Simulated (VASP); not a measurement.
Here is the system:

```xyz
3
Lattice="1.7910 -3.1022 0.0000 1.7910 3.1022 0.0000 0.0000 0.0000 7.6982" Properties=species:S:1:pos:R:3 pbc="T T T"
Ti     0.0000     0.0000     0.0000
Se     1.7910     1.0341     1.5521
Se     1.7910    -1.0341     6.1460
```

All values below come from RPBE GGA, VASP's PBE PAW potentials (set 64) (plane waves; VASP 6.6.1). Numerical set-up: 520 eV cut-off, Gaussian smearing of 0.050 eV, potentials Ti_sv Se.

Without a dispersion term in the relaxation, distances and binding between the weakly bound layers, chains or molecules are unreliable, and so is what depends on them.

Q: Give the energies of bands 7 to 15 at the high-symmetry points, in eV from the Fermi level.

A: 
| band | Γ | M | K | A | L | H |
|---|---|---|---|---|---|---|
| 7 | -4.50 | -4.92 | -3.90 | -4.31 | -4.93 | -3.88 |
| 8 | -2.25 | -3.94 | -3.84 | -2.25 | -3.99 | -3.86 |
| 9 | -2.25 | -2.63 | -3.84 | -2.25 | -2.64 | -3.86 |
| 10 | -1.11 | -2.33 | -2.61 | -1.63 | -2.34 | -2.65 |
| 11 | 0.32 | -1.98 | -2.30 | 0.31 | -1.82 | -2.26 |
| 12 | 0.32 | -1.17 | -2.30 | 0.31 | -1.16 | -2.26 |
| 13 | 0.36 | -0.04 | 0.98 | 0.36 | -0.08 | 0.98 |
| 14 | 0.36 | 1.19 | 1.32 | 0.36 | 1.19 | 1.28 |
| 15 | 0.67 | 1.54 | 1.32 | 0.85 | 1.54 | 1.28 |

It has no gap at this level: it comes out as a metal or semimetal.

The compound is TiSe2 in the 1T layered structure. It was relaxed first, which changed the volume by +31 %.
